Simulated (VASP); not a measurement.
A convergence study with VASP on PbSe (rock salt): one setting is varied, all else stays as given below, so the limit is that of these other settings. Each run relaxes cell and ions from the cell shown. The basis is that of the starting cell, so low cut-offs carry a Pulay error.

```xyz
2
Lattice="0.0000 3.0600 3.0600 3.0600 0.0000 3.0600 3.0600 3.0600 0.0000" Properties=species:S:1:pos:R:3 pbc="T T T"
Pb     0.0000     0.0000     0.0000
Se     3.0600     3.0600     3.0600
```

Calculation: LDA (Ceperley-Alder, Perdew-Zunger), VASP's LDA PAW potentials (set 64) (plane waves; VASP). The tightest run used: 700 eV cut-off, 6×6×6 Γ-centred mesh, Gaussian smearing of 0.050 eV, potentials Pb_d Se.

```json
[
 {"setting": "ENCUT = 200", "relaxed volume (Å³/atom)": "25.461", "E (eV/atom)": "-4.7993", "plane waves": "375"},
 {"setting": "ENCUT = 250", "relaxed volume (Å³/atom)": "27.518", "E (eV/atom)": "-4.7300", "plane waves": "531"},
 {"setting": "ENCUT = 300", "relaxed volume (Å³/atom)": "27.326", "E (eV/atom)": "-4.7330", "plane waves": "692"},
 {"setting": "ENCUT = 350", "relaxed volume (Å³/atom)": "27.413", "E (eV/atom)": "-4.7324", "plane waves": "869"}
]
```

**Question.** These are the cheaper rows. Estimate the results at ENCUT = 700, and how far the last row shown lies from them.

**Answer.** 
```
quantity                  tightest run  last row shown is off by
------------------------  ------------  ------------------------
relaxed volume (Å³/atom)        27.553                    -0.140
E (eV/atom)                    -4.7314                   -0.0010
```

Left out are rungs that failed or repeat a setting and relaxations that didn't move; long series are thinned to 24 rows.

The compound is PbSe in the rock salt structure.
